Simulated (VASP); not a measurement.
Computed with LDA (Ceperley-Alder, Perdew-Zunger), VASP's LDA PAW potentials (set 64) (plane waves; VASP).

Input for VASP

**INCAR**
```
SYSTEM=Al2Cu
PREC=Accurate; ENCUT=400; LREAL=.False.
LASPH=.True.
EDIFF=1E-6; NELM=100; ALGO=Normal
LMAXMIX=4
ISMEAR=1; SIGMA=0.1
IBRION=2; NSW=60; ISIF=3
EDIFFG=-0.02
LWAVE=.False.; LCHARG=.False.
```

File POSCAR:
```
Al2Cu
1.0
 -3.0092452439   3.0092452439   2.3333839418
  3.0092452439  -3.0092452439   2.3333839418
  3.0092452439   3.0092452439  -2.3333839418
Al Cu
4 2
Direct
  0.6574265455   0.1574265455   0.8148530909
  0.1574265455   0.3425734545   0.5000000000
  0.8425734545   0.6574265455   0.5000000000
  0.3425734545   0.8425734545   0.1851469091
  0.7500000000   0.7500000000   0.0000000000
  0.2500000000   0.2500000000   0.0000000000
```

**KPOINTS**
```
Automatic mesh
0
Gamma
8 8 8
0 0 0
```

POTCAR, in this order: Al Cu (LDA.64 set). Program: vasp_std.

Question: What does the run give for the energy per atom (σ→0), volume per atom, band gap (on the k-mesh)?

Answer: 
```yaml
energy per atom (σ→0): -4.546 eV/atom
band gap (on the k-mesh): none (metal, semimetal or under 0.01 eV)
volume_per_atom: 14.05 Å³/atom
```

**OSZICAR**
```
...
       N       E                     dE             d eps       ncg     rms          rms(c)
DAV:   1    -0.272755497646E+02   -0.50144E-03   -0.71531E-03  3724   0.144E+00    0.114E-01
DAV:   2    -0.272755406511E+02    0.91135E-05   -0.31961E-03  3638   0.163E+00    0.876E-02
DAV:   3    -0.272753635404E+02    0.17711E-03   -0.96440E-04  3589   0.925E-01    0.224E-02
DAV:   4    -0.272753563237E+02    0.72166E-05   -0.45444E-05  3390   0.629E-02    0.722E-03
DAV:   5    -0.272753553217E+02    0.10020E-05   -0.42901E-06  2537   0.531E-02    0.235E-03
DAV:   6    -0.272753552896E+02    0.32101E-07   -0.68323E-07  1650   0.104E-02
   5 F= -.27275355E+02 E0= -.27274924E+02  d E =-.955783E-03
```

The compound is Al2Cu in the sg140 structure. This run relaxes it. Symmetry was kept, so distortions that lower it aren't found. The start is the result of an earlier pass.
